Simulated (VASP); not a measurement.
Write the native input for VASP 6.6.1 that does the following.

```yaml
Task: relaxation of cell and atoms
Functional: PBE
Potentials_or_basis: VASP PAW PBE potentials, release 64 (Cs_sv, P)
Cutoff: 600 eV
k_mesh: 4 × 4 × 4
Occupations: gaussian, width 0.1 eV
Spin: no spin polarisation
Dipole_correction: no
Further_INCAR_settings: ALGO = Fast; EDIFF = 1e-07; IBRION = 2; EDIFFG = -0.04; NSW = 90; ISIF = 3
```

The structure of CsP2 lies in POSCAR:

```
CsP2
1.0
    5.0463248600      0.0000000000      0.0000000000
    0.0000000000      5.0463248600      0.0000000000
    0.0000000000      0.0000000000      7.1365810600
Cs P
1 2
Direct
    0.0000000000      0.0000000000      0.0000000000
    0.5000000000      0.0000000000      0.2500000000
    0.0000000000      0.5000000000      0.7500000000
```

The cell was built by a generator and needn't be a form met in nature.

The cell isn't the ideal one: ordered vacancies on the cation sites of zinc blende (P-4m2, No. 115).

The input as run:

INCAR

```
PREC = Accurate
ENCUT = 600
EDIFF = 1E-7
ISMEAR = 0
SIGMA = 0.1
LREAL = False
LASPH = True
NELM = 100
ALGO = Fast
ISIF = 3
LWAVE = False
LCHARG = False
GGA = PE
IBRION = 2
NSW = 90
EDIFFG = -0.04
```

KPOINTS

```
Automatic mesh
0
Gamma
  4 4 4
```

Potentials or basis: VASP PAW PBE potentials, release 64 (Cs_sv, P).

Command:

```console
$ cat potpaw_PBE.64/Cs_sv/POTCAR potpaw_PBE.64/P/POTCAR > POTCAR
$ mpirun -np 1 vasp_std > vasp.out
```

It gave:

The relaxed volume is 35.37 Å³/atom and the relaxed cell is a = 5.531 Å, b = 5.531 Å, c = 3.469 Å, α = 90.00°, β = 90.00°, γ = 90.00°. The space group after relaxing (to 0.05 Å) is P4/mmm (No. 123) and the energy gained by relaxing is 740.8 meV/atom. The ionic steps are 24, the pressure after relaxing is 0.0 GPa and the largest force after relaxing is 0.006 eV/Å. The band gap on the k mesh is none (metal or under the smearing width).

Caveat: the volume moved by over 15 % at a fixed basis, so the end points are rough.

It took 6.6 min on 1 thread of Intel(R) Xeon(R) 6975P-C (Granite Rapids), with other jobs on the host, peak memory 0.35 GiB.
